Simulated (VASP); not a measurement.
VASP input:

### KPOINTS
```
Automatic mesh
0
Gamma
2 2 2
0 0 0
```

File POSCAR:
```
KCaF3
1
    4.4817300000     0.0000000000     0.0000000000
    0.0000000000     4.4817300000     0.0000000000
    0.0000000000     0.0000000000     4.4817300000
K Ca F
1 1 3
Direct
  0.5000000000   0.5000000000   0.5000000000
  0.0000000000   0.0000000000   0.0000000000
  0.0000000000   0.5000000000   0.0000000000
  0.5000000000   0.0000000000   0.0000000000
  0.0000000000   0.0000000000   0.5000000000
```

**INCAR**
```
SYSTEM = KCaF3
PREC = Accurate
ENCUT = 520
EDIFF = 1E-6
NELM = 25
ALGO = VeryFast
LREAL = .FALSE.
LASPH = .TRUE.
ISMEAR = 0
SIGMA = 0.05
GGA = PE
LWAVE = .FALSE.
LCHARG = .FALSE.
ISIF = 2
HFSCREEN = 0.2
AEXX = 0.25
LHFCALC = .TRUE.
PRECFOCK = Fast
ISYM = 3
```

POTCAR, in this order: K_sv Ca_sv F (PBE.64 set). Program: vasp_std.

### Question
Does this input run properly? What does VASP do?

### Answer
There is a fault: a hybrid functional was run with ALGO = VeryFast. The run did not converge; its last values are not results. Against the sound run, the energy per atom (σ→0) rises by 50.299 eV/atom; the pressure drops by 165.61 GPa; the band gap falls by 2.75 eV.

**standard output**
```
 POSCAR found type information on POSCAR K CaF
 POSCAR found :  3 types and       5 ions
 Reading from existing POTCAR
 Reading from existing POTCAR
 LDA part: xc-table for (Slater+PW92), standard interpolation
 POSCAR, INCAR and KPOINTS ok, starting setup
 WAVECAR not read
 entering main loop
       N       E                     dE             d eps       ncg     rms          rms(c)
RMM:   1     0.951633619596E+02    0.95163E+02   -0.17894E+04    96   0.143E+03
RMM:   2    -0.317842594720E+03   -0.41301E+03   -0.52769E+03    96   0.393E+02
RMM:   3    -0.384313516014E+03   -0.66471E+02   -0.14334E+03    96   0.207E+02
RMM:   4    -0.415134073956E+03   -0.30821E+02   -0.44447E+02    96   0.129E+02
RMM:   5    -0.415154758867E+03   -0.20685E-01   -0.16961E+02    96   0.741E+01
RMM:   6    -0.413177345169E+03    0.19774E+01   -0.54168E+01    96   0.410E+01
RMM:   7    -0.411442162168E+03    0.17352E+01   -0.21036E+01    96   0.279E+01
RMM:   8    -0.410883575659E+03    0.55859E+00   -0.11441E+01    96   0.207E+01
RMM:   9    -0.410916641644E+03   -0.33066E-01   -0.11560E+01   309   0.176E+01
RMM:  10    -0.410790678165E+03    0.12596E+00   -0.63529E+00   325   0.106E+01
RMM:  11    -0.410725737622E+03    0.64941E-01   -0.54626E+00   329   0.964E+00
RMM:  12    -0.410728009248E+03   -0.22716E-02   -0.52727E+00   341   0.929E+00    0.144E+01
RMM:  13     0.226954375229E+03    0.63768E+03   -0.13063E+02   378   0.676E+01    0.154E+01
RMM:  14     0.215878668165E+03   -0.11076E+02   -0.25318E+01   337   0.310E+01    0.371E+00
RMM:  15     0.220728429309E+03    0.48498E+01   -0.83027E+00   338   0.122E+01    0.225E+00
RMM:  16     0.221037435821E+03    0.30901E+00   -0.79290E+00   338   0.109E+01    0.110E+00
RMM:  17     0.220970400786E+03   -0.67035E-01   -0.80297E+00   339   0.107E+01    0.773E-01
RMM:  18     0.220929073290E+03   -0.41327E-01   -0.80656E+00   347   0.105E+01    0.279E-01
RMM:  19     0.220999995980E+03    0.70923E-01   -0.81287E+00   347   0.106E+01    0.298E-01
RMM:  20     0.220950285664E+03   -0.49710E-01   -0.80212E+00   351   0.105E+01    0.147E-01
RMM:  21     0.221004899999E+03    0.54614E-01   -0.81639E+00   358   0.106E+01    0.172E-01
RMM:  22     0.220964141093E+03   -0.40759E-01   -0.79238E+00   355   0.105E+01    0.111E-01
RMM:  23     0.220997960552E+03    0.33819E-01   -0.81400E+00   359   0.106E+01    0.109E-01
RMM:  24     0.220962977008E+03   -0.34984E-01   -0.78462E+00   360   0.105E+01    0.879E-02
RMM:  25     0.220986988350E+03    0.24011E-01   -0.80641E+00   359   0.106E+01

 -----------------------------------------------------------------------------
|                                                                             |
|           W    W    AA    RRRRR   N    N  II  N    N   GGGG   !!!           |
|           W    W   A  A   R    R  NN   N  II  NN   N  G    G  !!!           |
|           W    W  A    A  R    R  N N  N  II  N N  N  G       !!!           |
|           W WW W  AAAAAA  RRRRR   N  N N  II  N  N N  G  GGG   !            |
|           WW  WW  A    A  R   R   N   NN  II  N   NN  G    G                |
|           W    W  A    A  R    R  N    N  II  N    N   GGGG   !!!           |
|                                                                             |
|     The electronic self-consistency was not achieved in the given           |
|     number of steps (NELM). The forces and other quantities evaluated       |
|     might not be reliable so examine the results carefully. If you find     |
|     spurious results, we suggest increasing NELM, if you were close to      |
|     convergence or switching to a different ALGO or adjusting the           |
|     density mixing parameters otherwise.                                    |
|                                                                             |
 -----------------------------------------------------------------------------

   1 F= 0.22098699E+03 E0= 0.22098699E+03  d E =-.362424E-13
```

### OUTCAR
```
------------------------ aborting loop EDIFF was not reached (unconverged)  ----------------------------
  FORCE on cell =-STRESS in cart. coord.  units (eV):
  Direction    XX          YY          ZZ          XY          YZ          ZX
  --------------------------------------------------------------------------------------
  Total      -93.5460720    -93.5460720    -93.5460720      0.0000000      0.0000000     -0.0000000
  in kB    -1664.9418556  -1664.9418556  -1664.9418556      0.0000000      0.0000000     -0.0000000
  external PRESSURE =   -1664.9418556 kB  Pullay stress =       0.0000000 kB
  volume of cell :       90.02
      direct lattice vectors                 reciprocal lattice vectors
     4.481730000  0.000000000  0.000000000     0.223128122  0.000000000  0.000000000
     0.000000000  4.481730000  0.000000000     0.000000000  0.223128122  0.000000000
     0.000000000  0.000000000  4.481730000     0.000000000  0.000000000  0.223128122
 POSITION                                       TOTAL-FORCE (eV/Angst)
 -----------------------------------------------------------------------------------
      2.24086      2.24086      2.24086         0.000000      0.000000      0.000000
      0.00000      0.00000      0.00000         0.000000      0.000000      0.000000
      0.00000      2.24086      0.00000         0.000000      0.000000      0.000000
      2.24086      0.00000      0.00000         0.000000      0.000000      0.000000
      0.00000      0.00000      2.24086         0.000000      0.000000      0.000000
 -----------------------------------------------------------------------------------
    total drift:                                0.202498      0.103459      0.221599
  FREE ENERGIE OF THE ION-ELECTRON SYSTEM (eV)
  ---------------------------------------------------
  free  energy   TOTEN  =       220.9869883499 eV

  energy  without entropy=      220.9869883499  energy(sigma->0) =      220.98698835

  exchange ACFDT corr.  =         0.00000000  see jH, gK, PRB 81, 115126
```
(Selected blocks of OUTCAR.)

To mend it, set ALGO = Normal.

The mended run (HSE06 screened hybrid, plane waves, VASP's PBE PAW potentials (set 64)) converges, and its OSZICAR ends with
```
   1 F= -.30508537E+02 E0= -.30508537E+02  d E =-.117775E-11
```

The structure comes from a computed database's KCaF3 entry (Pm-3m); how it stands against other phases isn't given here. The cell was not relaxed at this level.
